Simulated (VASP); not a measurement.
VASP ran on this input.

POSCAR:
```
PbF2
1
    1.7690560000     1.0213650000     5.3632860000
   -1.7690560000     1.0213650000     5.3632860000
    0.0000000000    -2.0427300000     5.3632860000
Pb F
1 2
Direct
  0.0000000000   0.0000000000   0.0000000000
  0.2520000000   0.2520000000   0.2520000000
  0.7480000000   0.7480000000   0.7480000000
```

File KPOINTS:
```
k-points along high-symmetry lines
5
Line-mode
Reciprocal
  0.000000   0.000000   0.000000 ! GAMMA
  0.500000   0.500000   0.500000 ! T

  0.500000   0.500000   0.500000 ! T
  0.809156   0.190844   0.500000 ! H_2

  0.500000  -0.190844   0.190844 ! H_0
  0.500000   0.000000   0.000000 ! L

  0.500000   0.000000   0.000000 ! L
  0.000000   0.000000   0.000000 ! GAMMA

  0.000000   0.000000   0.000000 ! GAMMA
  0.345422  -0.345422   0.000000 ! S_0

  0.654578   0.000000   0.345422 ! S_2
  0.500000   0.000000   0.500000 ! F

  0.500000   0.000000   0.500000 ! F
  0.000000   0.000000   0.000000 ! GAMMA
```

### INCAR
```
SYSTEM = PbF2
PREC = Accurate
ENCUT = 520
EDIFF = 1E-6
NELM = 100
ALGO = Normal
LREAL = .FALSE.
LASPH = .TRUE.
ISMEAR = 0
SIGMA = 0.05
GGA = PE
LMAXMIX = 4
LWAVE = .FALSE.
LCHARG = .FALSE.
ISIF = 2
```

POTCAR, in this order: Pb_d F (PBE.64 set). Program: vasp_std.

What VASP printed:

File standard output:
```
 POSCAR found type information on POSCAR PbF
 POSCAR found :  2 types and       3 ions
 Reading from existing POTCAR
 Reading from existing POTCAR
 LDA part: xc-table for (Slater+PW92), standard interpolation
 POSCAR, INCAR and KPOINTS ok, starting setup
 WAVECAR not read
 entering main loop
       N       E                     dE             d eps       ncg     rms          rms(c)
DAV:   1     0.312313888280E+03    0.31231E+03   -0.15224E+04  1262   0.174E+03
DAV:   2     0.135135394774E+02   -0.29880E+03   -0.28819E+03  1408   0.454E+02
DAV:   3    -0.147343962259E+02   -0.28248E+02   -0.27758E+02  1564   0.156E+02
DAV:   4    -0.155525875980E+02   -0.81819E+00   -0.81719E+00  1420   0.279E+01
DAV:   5    -0.155772495131E+02   -0.24662E-01   -0.24660E-01  1464   0.487E+00    0.841E+00
DAV:   6    -0.133385736370E+02    0.22387E+01   -0.11789E+01  1764   0.309E+01    0.283E+00
DAV:   7    -0.133190227461E+02    0.19551E-01   -0.48495E-01  1268   0.501E+00    0.163E+00
DAV:   8    -0.133009360484E+02    0.18087E-01   -0.13538E-01  1318   0.429E+00    0.473E-01
DAV:   9    -0.132989039339E+02    0.20321E-02   -0.17975E-02  1526   0.114E+00    0.117E-01
DAV:  10    -0.132997734357E+02   -0.86950E-03   -0.12040E-03  1284   0.344E-01    0.385E-02
DAV:  11    -0.132997986036E+02   -0.25168E-04   -0.12539E-04  1400   0.106E-01    0.738E-03
DAV:  12    -0.132998025043E+02   -0.39008E-05   -0.12773E-05  1602   0.315E-02    0.352E-03
DAV:  13    -0.132998027366E+02   -0.23223E-06   -0.13097E-06  1134   0.113E-02
   1 F= -.13299803E+02 E0= -.13299803E+02  d E =-.511665E-17
```

File OUTCAR:
```
------------------------ aborting loop because EDIFF is reached ----------------------------------------
  FORCE on cell =-STRESS in cart. coord.  units (eV):
  Direction    XX          YY          ZZ          XY          YZ          ZX
  --------------------------------------------------------------------------------------
  Total        4.0546049      4.0546052      0.0390446      0.0000000     -0.0000000      0.0000000
  in kB      111.7260295    111.7260387      1.0758887      0.0000000     -0.0000000      0.0000000
  external PRESSURE =      74.8426523 kB  Pullay stress =       0.0000000 kB
  volume of cell :       58.14
      direct lattice vectors                 reciprocal lattice vectors
     1.769056000  1.021365000  5.363286000     0.282636615  0.163180319  0.062150952
    -1.769056000  1.021365000  5.363286000    -0.282636615  0.163180319  0.062150952
     0.000000000 -2.042730000  5.363286000     0.000000000 -0.326360638  0.062150952
 POSITION                                       TOTAL-FORCE (eV/Angst)
 -----------------------------------------------------------------------------------
      0.00000      0.00000      0.00000         0.000000      0.000000      0.000000
      0.00000      0.00000      4.05464         0.000000      0.000000     -0.127124
      0.00000      0.00000     12.03521         0.000000     -0.000000      0.127124
 -----------------------------------------------------------------------------------
    total drift:                               -0.000000      0.000000     -0.000000
  FREE ENERGIE OF THE ION-ELECTRON SYSTEM (eV)
  ---------------------------------------------------
  free  energy   TOTEN  =       -13.2998027366 eV

  energy  without entropy=      -13.2998027366  energy(sigma->0) =      -13.29980274
```
(Selected blocks of OUTCAR.)

The run ends quietly. Is anything wrong with it?

The cause: a line-mode KPOINTS file was used for a self-consistent run. The run ends without an error. Against the sound run, the energy per atom (σ→0) goes up by 0.049 eV/atom; the pressure drops by 0.59 GPa; the largest force falls by 0.002 eV/Å. To mend it, correct KPOINTS.
File KPOINTS:
```
Automatic mesh
0
Gamma
6 6 6
0 0 0
```
The mended run (PBE GGA, plane waves, VASP's PBE PAW potentials (set 64)) converges, and its OSZICAR ends with
```
   1 F= -.13445357E+02 E0= -.13445357E+02  d E =-.587496E-12
```

The structure was generated: PbF2 was put into the CdCl2 type (R-3m), which need not be its known phase. The cell was not relaxed at this level.
